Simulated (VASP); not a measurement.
# LiCl: GW quasiparticle gap, part 3 of 5

Wanted: how far GW moves the Kohn-Sham levels of LiCl. The cell is of the rock-salt type, one of the forms listed for this formula. The start is a cell from a database of measured crystal structures.

VASP 6.6.1, plane waves and PAW; the level of theory is named at each step.

So far, quasiparticle gap on the mesh (eV): step 4 (evGW0) 9.42. Also gap on the k-mesh (eV): step 3 (empty bands, functional PBE) 6.32.

The database entry behind the starting cell differs from later determinations by our own check (0.1 to 0.3 % short, probably kX units), so it need not match the best structure at ambient conditions.

### Step 5. evGW

This step: evGW on PBE; plane waves and PAW (Cl_GW, Li_GW) (VASP 6.6.1).

The levels are updated in both G and W; wider gaps weaken the screening and open the gap further.

File INCAR:

```
SYSTEM = LiCl
PREC = Accurate
ENCUT = 300
ISMEAR = 0
SIGMA = 0.01
LREAL = .FALSE.
GGA = PE
NBANDS = 224
ALGO = EVGW
NELMGW = 4
ENCUTGW = 200
NOMEGA = 64
PRECFOCK = Fast
NBANDSGW = 16
LWAVE = .FALSE.
LCHARG = .FALSE.
```

File POSCAR:

```
LiCl
1.0
    0.0000000000      2.5647700000      2.5647700000
    2.5647700000      0.0000000000      2.5647700000
    2.5647700000      2.5647700000      0.0000000000
Cl Li
1 1
Direct
    0.5000000000      0.5000000000      0.5000000000
    0.0000000000      0.0000000000      0.0000000000
```

File KPOINTS:

```
Automatic mesh
0
Gamma
4 4 4
0 0 0
```

Potentials, in the order of the species: Cl_GW and Li_GW (PBE family, release 64).

On the command line:

```
$ mpirun -np 8 vasp_std
```

What it wrote:

```text
[banner, memory and clock lines left out]
running    8 mpi-ranks, on    1 nodes
 distrk:  each k-point on    8 cores,    1 groups
 distr:  one band on    1 cores,    8 groups

 POSCAR found type information on POSCAR ClLi
 POSCAR found :  2 types and       2 ions
 [... a notice as in an earlier step ...]

 [... a notice as in an earlier step ...]

 LDA part: xc-table for (Slater+PW92), standard interpolation
 found WAVECAR, reading the header
 POSCAR, INCAR and KPOINTS ok, starting setup
 FFT: planning ... GRIDC
 FFT: planning ... GRID_SOFT
 FFT: planning ... GRID
 reading WAVECAR
 the WAVECAR file was read successfully
 initial charge from wavefunction
 available memory per node:     75.44 GB, setting MAXMEM to     77253

 The Fermi energy was updated, please check that it is located mid-gap
 values below the HOMO (VB) or above the LUMO (CB) will cause erroneous energies
 E-fermi :   2.2201

 calculate exact exchange contribution
 the WAVEDER file was read successfully
energies w=
    0.000    0.000    0.580    0.000    1.158    0.000    1.734    0.000
    2.306    0.000    2.873    0.000    3.434    0.000    3.989    0.000
    4.537    0.000    5.078    0.000    5.611    0.000    6.136    0.000
    6.654    0.000    7.166    0.000    7.671    0.000    8.170    0.000
    8.664    0.000    9.153    0.000    9.639    0.000   10.122    0.000
   10.604    0.000   11.084    0.000   11.565    0.000   12.048    0.000
   12.533    0.000   13.022    0.000   13.516    0.000   14.017    0.000
   14.526    0.000   15.045    0.000   15.576    0.000   16.120    0.000
   16.681    0.000   17.259    0.000   17.859    0.000   18.483    0.000
   19.134    0.000   19.816    0.000   20.534    0.000   21.293    0.000
   22.097    0.000   22.956    0.000   23.876    0.000   24.866    0.000
   25.938    0.000   27.106    0.000   28.385    0.000   29.796    0.000
   31.364    0.000   33.118    0.000   35.100    0.000   37.358    0.000
   39.959    0.000   42.989    0.000   46.568    0.000   50.862    0.000
   56.108    0.000   62.663    0.000   71.081    0.000   82.276    0.000
   97.875    0.000  121.070    0.000  159.111    0.000  232.753    0.000
 responsefunction array rank=     232
 LDA part: xc-table for (Slater+PW92), standard interpolation

 min. memory requirement per mpi rank    122.7 MB, per node    981.4 MB

 allocating   8 responsefunctions rank=   232
 shmem allocating  64 responsefunctions rank=   232
 response function shared by NCSHMEM nodes    1
 Doing            8  frequencies on each core in blocks of           64
NQ=   1    0.0000    0.0000    0.0000,
|.........|.........|.........|.........|.........|.........|.........|.........
 performed        169000 updates of chi_q(r,r)
 total number of BLAS operations         44.55 Gflops
NQ=   2    0.2500    0.0000    0.0000,
|.........|.........|.........|.........|.........|.........|.........|.........
 performed        597000 updates of chi_q(r,r)
 total number of BLAS operations        197.00 Gflops
NQ=   3    0.5000    0.0000    0.0000,
|.........|.........|.........|.........|.........|.........|.........|.........
 performed        896000 updates of chi_q(r,r)
 total number of BLAS operations        321.35 Gflops
NQ=   4    0.2500    0.2500    0.0000,
|.........|.........|.........|.........|.........|.........|.........|.........
 performed       1273000 updates of chi_q(r,r)
 total number of BLAS operations        465.01 Gflops
NQ=   5    0.5000    0.2500    0.0000,
|.........|.........|.........|.........|.........|.........|.........|.........
 performed       1815000 updates of chi_q(r,r)
 total number of BLAS operations        667.58 Gflops
NQ=   6   -0.2500    0.2500    0.0000,
|.........|.........|.........|.........|.........|.........|.........|.........
 performed       2286000 updates of chi_q(r,r)
 total number of BLAS operations        846.66 Gflops
NQ=   7    0.5000    0.5000    0.0000,
|.........|.........|.........|.........|.........|.........|.........|.........
 performed       2556000 updates of chi_q(r,r)
 total number of BLAS operations        953.25 Gflops
NQ=   8   -0.2500    0.5000    0.2500,
|.........|.........|.........|.........|.........|.........|.........|.........
 performed       2941000 updates of chi_q(r,r)
 total number of BLAS operations       1086.51 Gflops
 resolving degeneracies of screened two electron integrals

 calculate QP shifts <psi_nk| G(iteration)W_0 |psi_nk>: iteration 1
 allocating   8 responsefunctions rank=   232
 shmem allocating  64 responsefunctions rank=   232
 response function shared by NCSHMEM nodes    1
 Doing            8  frequencies on each core in blocks of           64
NQ=   1    0.0000    0.0000    0.0000,
|.........|.........|.........|.........|.........|.........|.........|.........
 performed        169000 updates of chi_q(r,r)
 total number of BLAS operations         44.55 Gflops
NQ=   2    0.2500    0.0000    0.0000,
|.........|.........|.........|.........|.........|.........|.........|.........
 performed        597000 updates of chi_q(r,r)
 total number of BLAS operations        197.00 Gflops
NQ=   3    0.5000    0.0000    0.0000,
|.........|.........|.........|.........|.........|.........|.........|.........
 performed        896000 updates of chi_q(r,r)
 total number of BLAS operations        321.35 Gflops
NQ=   4    0.2500    0.2500    0.0000,
|.........|.........|.........|.........|.........|.........|.........|.........
 performed       1273000 updates of chi_q(r,r)
 total number of BLAS operations        465.01 Gflops
NQ=   5    0.5000    0.2500    0.0000,
|.........|.........|.........|.........|.........|.........|.........|.........
 performed       1815000 updates of chi_q(r,r)
 total number of BLAS operations        667.58 Gflops
NQ=   6   -0.2500    0.2500    0.0000,
|.........|.........|.........|.........|.........|.........|.........|.........
 performed       2286000 updates of chi_q(r,r)
 total number of BLAS operations        846.66 Gflops
NQ=   7    0.5000    0.5000    0.0000,
|.........|.........|.........|.........|.........|.........|.........|.........
 performed       2556000 updates of chi_q(r,r)
 total number of BLAS operations        953.25 Gflops
NQ=   8   -0.2500    0.5000    0.2500,
|.........|.........|.........|.........|.........|.........|.........|.........
 performed       2941000 updates of chi_q(r,r)
 total number of BLAS operations       1086.51 Gflops
 resolving degeneracies of screened two electron integrals

 calculate QP shifts <psi_nk| G(iteration)W_0 |psi_nk>: iteration 2
 allocating   8 responsefunctions rank=   232
 shmem allocating  64 responsefunctions rank=   232
 response function shared by NCSHMEM nodes    1
 Doing            8  frequencies on each core in blocks of           64
NQ=   1    0.0000    0.0000    0.0000,
|.........|.........|.........|.........|.........|.........|.........|.........
 performed        169000 updates of chi_q(r,r)
 total number of BLAS operations         44.55 Gflops
NQ=   2    0.2500    0.0000    0.0000,
|.........|.........|.........|.........|.........|.........|.........|.........
 performed        597000 updates of chi_q(r,r)
 total number of BLAS operations        197.00 Gflops
NQ=   3    0.5000    0.0000    0.0000,
|.........|.........|.........|.........|.........|.........|.........|.........
 performed        896000 updates of chi_q(r,r)
 total number of BLAS operations        321.35 Gflops
NQ=   4    0.2500    0.2500    0.0000,
|.........|.........|.........|.........|.........|.........|.........|.........
 performed       1273000 updates of chi_q(r,r)
 total number of BLAS operations        465.01 Gflops
NQ=   5    0.5000    0.2500    0.0000,
|.........|.........|.........|.........|.........|.........|.........|.........
 performed       1815000 updates of chi_q(r,r)
 total number of BLAS operations        667.58 Gflops
NQ=   6   -0.2500    0.2500    0.0000,
|.........|.........|.........|.........|.........|.........|.........|.........
 performed       2286000 updates of chi_q(r,r)
 total number of BLAS operations        846.66 Gflops
NQ=   7    0.5000    0.5000    0.0000,
|.........|.........|.........|.........|.........|.........|.........|.........
 performed       2556000 updates of chi_q(r,r)
 total number of BLAS operations        953.25 Gflops
NQ=   8   -0.2500    0.5000    0.2500,
|.........|.........|.........|.........|.........|.........|.........|.........
 performed       2941000 updates of chi_q(r,r)
 total number of BLAS operations       1086.51 Gflops
 resolving degeneracies of screened two electron integrals

 calculate QP shifts <psi_nk| G(iteration)W_0 |psi_nk>: iteration 3
 allocating   8 responsefunctions rank=   232
 shmem allocating  64 responsefunctions rank=   232
 response function shared by NCSHMEM nodes    1
 Doing            8  frequencies on each core in blocks of           64
NQ=   1    0.0000    0.0000    0.0000,
|.........|.........|.........|.........|.........|.........|.........|.........
 performed        169000 updates of chi_q(r,r)
 total number of BLAS operations         44.55 Gflops
NQ=   2    0.2500    0.0000    0.0000,
|.........|.........|.........|.........|.........|.........|.........|.........
 performed        597000 updates of chi_q(r,r)
 total number of BLAS operations        197.00 Gflops
NQ=   3    0.5000    0.0000    0.0000,
|.........|.........|.........|.........|.........|.........|.........|.........
 performed        896000 updates of chi_q(r,r)
 total number of BLAS operations        321.35 Gflops
NQ=   4    0.2500    0.2500    0.0000,
|.........|.........|.........|.........|.........|.........|.........|.........
 performed       1273000 updates of chi_q(r,r)
 total number of BLAS operations        465.01 Gflops
NQ=   5    0.5000    0.2500    0.0000,
|.........|.........|.........|.........|.........|.........|.........|.........
 performed       1815000 updates of chi_q(r,r)
 total number of BLAS operations        667.58 Gflops
NQ=   6   -0.2500    0.2500    0.0000,
|.........|.........|.........|.........|.........|.........|.........|.........
 performed       2286000 updates of chi_q(r,r)
 total number of BLAS operations        846.66 Gflops
NQ=   7    0.5000    0.5000    0.0000,
|.........|.........|.........|.........|.........|.........|.........|.........
 performed       2556000 updates of chi_q(r,r)
 total number of BLAS operations        953.25 Gflops
NQ=   8   -0.2500    0.5000    0.2500,
|.........|.........|.........|.........|.........|.........|.........|.........
 performed       2941000 updates of chi_q(r,r)
 total number of BLAS operations       1086.51 Gflops
 resolving degeneracies of screened two electron integrals

 calculate QP shifts <psi_nk| G(iteration)W_0 |psi_nk>: iteration 4
 entering main loop
```

Wall time 2.3 min (8 MPI ranks of AMD EPYC 7R43, shared host); peak memory 1.5 GiB.

From OUTCAR (step 5):

```text
   NELECT =       8.0000    total number of electrons

 E-fermi :   2.2201

 QP shifts <psi_nk| G(iteration)W_0 |psi_nk>: iteration 2
 k-point   1 :       0.0000    0.0000    0.0000
  band No. old QP-enery  QP-energies   sigma(KS)   T+V_ion+V_H  V^pw_x(r,r')   Z            occupation Imag(sigma)
      1     -16.0609     -16.7168     -17.3899       0.3939     -24.1366       0.7014       2.0000       0.6967
      2      -2.8416      -3.3722     -17.2802      13.8035     -18.9650       0.8354       2.0000       0.0200
      3      -2.8416      -3.3722     -17.2802      13.8035     -18.9650       0.8354       2.0000       0.0200
      4      -2.8416      -3.3722     -17.2802      13.8035     -18.9650       0.8354       2.0000       0.0200
      5       6.1259       6.4423      -7.4410      13.9320      -4.0737       0.8669       0.0000      -0.0488
      6      12.0198      12.4077      -7.8960      20.3656      -4.2108       0.8625       0.0000      -0.0538
      7      12.0198      12.4077      -7.8960      20.3656      -4.2108       0.8625       0.0000      -0.0538
      8      12.0198      12.4077      -7.8960      20.3656      -4.2108       0.8625       0.0000      -0.0538
    ...

 k-point   2 :       0.2500    0.0000    0.0000
  band No. old QP-enery  QP-energies   sigma(KS)   T+V_ion+V_H  V^pw_x(r,r')   Z            occupation Imag(sigma)
      1     -15.7176     -16.4418     -17.6465       0.8971     -24.2656       0.7019       2.0000       0.6028
      2      -4.5826      -5.2010     -15.9865      10.6575     -17.8984       0.8284       2.0000       0.0182
      3      -2.9887      -3.5352     -17.2162      13.5721     -18.9209       0.8339       2.0000       0.0188
      4      -2.9887      -3.5352     -17.2162      13.5721     -18.9209       0.8339       2.0000       0.0188
      5       7.1061       7.4321      -7.3781      14.8597      -4.0009       0.8679       0.0000      -0.0452
      6      10.9038      11.3030      -7.0290      18.3959      -3.4516       0.8619       0.0000      -0.0526
      7      10.9038      11.3030      -7.0290      18.3959      -3.4516       0.8619       0.0000      -0.0526
      8      11.0202      11.4205      -8.1557      19.6458      -4.4151       0.8518       0.0000      -0.0558
    ...

 QP shifts <psi_nk| G(iteration)W_0 |psi_nk>: iteration 3
 k-point   1 :       0.0000    0.0000    0.0000
  band No. old QP-enery  QP-energies   sigma(KS)   T+V_ion+V_H  V^pw_x(r,r')   Z            occupation Imag(sigma)
      1     -16.7168     -17.1224     -17.6798       0.3939     -24.1366       0.7126       2.0000       0.5220
      2      -3.3722      -3.5089     -17.3371      13.8035     -18.9650       0.8472       2.0000       0.0180
      3      -3.3722      -3.5089     -17.3371      13.8035     -18.9650       0.8472       2.0000       0.0180
      4      -3.3722      -3.5089     -17.3371      13.8035     -18.9650       0.8472       2.0000       0.0180
      5       6.4423       6.5424      -7.3762      13.9320      -4.0737       0.8824       0.0000      -0.0478
      6      12.4077      12.5264      -7.8218      20.3656      -4.2108       0.8723       0.0000      -0.0472
      7      12.4077      12.5264      -7.8218      20.3656      -4.2108       0.8723       0.0000      -0.0472
      8      12.4077      12.5264      -7.8218      20.3656      -4.2108       0.8723       0.0000      -0.0472
    ...

 QP shifts <psi_nk| G(iteration)W_0 |psi_nk>: iteration 4
 k-point   1 :       0.0000    0.0000    0.0000
  band No. old QP-enery  QP-energies   sigma(KS)   T+V_ion+V_H  V^pw_x(r,r')   Z            occupation Imag(sigma)
      1     -17.1224     -17.2519     -17.6974       0.3939     -24.1366       0.7152       2.0000       0.5191
      2      -3.5089      -3.5384     -17.3470      13.8035     -18.9650       0.8511       2.0000       0.0144
      3      -3.5089      -3.5384     -17.3470      13.8035     -18.9650       0.8511       2.0000       0.0144
      4      -3.5089      -3.5384     -17.3470      13.8035     -18.9650       0.8511       2.0000       0.0144
      5       6.5424       6.5698      -7.3584      13.9320      -4.0737       0.8796       0.0000      -0.0494
      6      12.5264      12.5598      -7.8010      20.3656      -4.2108       0.8754       0.0000      -0.0481
      7      12.5264      12.5598      -7.8010      20.3656      -4.2108       0.8754       0.0000      -0.0481
      8      12.5264      12.5598      -7.8010      20.3656      -4.2108       0.8754       0.0000      -0.0481
    ...

[... 16 parts as in an earlier step ...]

[... 22 further parts left out ...]
```

Numbers from this step:

```
quasiparticle gap on the mesh                 : 10.11 eV
smallest direct quasiparticle gap on the mesh : 10.11 eV
```

QP gap by iteration, by row:

```tsv
iteration	gap (eV)	direct gap (eV)
1	8.967	8.967
2	9.815	9.815
3	10.05	10.05
4	10.11	10.11
```

GW takes the gap from 6.318 to 10.108 eV. That is +693 meV against evGW0 on PBE. The last pass still moved it by +57 meV. The value holds for 224 bands, ENCUTGW = 200 eV and this mesh, and isn't shown to be converged in them.

(Continued in part 4 of 5.)

[Lines on the potential files, build, host, timing and source positions are cut from VASP's logs without a mark.]

[Logs are printed without paths, hosts, clocks, repeated set-up lines and the standing remarks that a program may print on its own settings, such as how far it seeks lower states.]

[Hosts, paths, dates, database ids (printed as entryN), source tags and the programs' standing remarks are cut or masked in the printed files.]

[Pressures printed for these runs are not shown converged in the cutoff: they can be off by several GPa and have the wrong sign.]
